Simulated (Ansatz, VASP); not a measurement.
# Two plane-wave programs on LiSi16 (a cell with a defect)

```
CELL_PARAMETERS angstrom
0.00000 5.43000 5.43000
5.43000 0.00000 5.43000
5.43000 5.43000 0.00000
ATOMIC_POSITIONS crystal
Si 0.00315 0.00323 0.00299
Si 0.12593 0.12669 0.12336
Si 0.00339 0.00346 0.48987
Si 0.12701 0.12703 0.62285
Si 0.00228 0.49361 0.00203
Si 0.12669 0.62402 0.12647
Si 0.99648 0.50141 0.50100
Si 0.12675 0.62404 0.62258
Si 0.49277 0.00262 0.00228
Si 0.62376 0.12679 0.12654
Si 0.50138 0.99645 0.50102
Si 0.62378 0.12685 0.62267
Si 0.50120 0.50126 0.99655
Si 0.62348 0.62384 0.12630
Si 0.50124 0.50130 0.50091
Si 0.62497 0.62494 0.62505
Li 0.87729 0.87879 0.87102
```

Alike in both runs: functional LDA; k mesh 2 × 2 × 2; occupations fermi-dirac, width 0.05 eV; collinear spin.

Ansatz relaxed the structure, and its values are those at the end. VASP's run is a single point on that final structure, the one shown.

```csv
,VASP,Ansatz
version,VASP 6.6.1,Ansatz 0.2.0
potentials or method,"VASP PAW LDA potentials, release 64 (Si, Li_sv)","scalar-relativistic, plane waves, PAW"
plane-wave cutoff (eV),520,420
valence electrons in the cell,67,67
```

|  | VASP | Ansatz | Ansatz less VASP |
| --- | --- | --- | --- |
| rms of the force components (eV/Å) | 0.015 | 0.015 | +0.0003 |
| net moment per atom (μB) | 0.00 | 0.00 | 0.000 |

Ansatz warned: «seeded_moment_not_kept».

Caveats: the k mesh is coarse (spacing up to 0.50 Å⁻¹), so the values aren't converged.
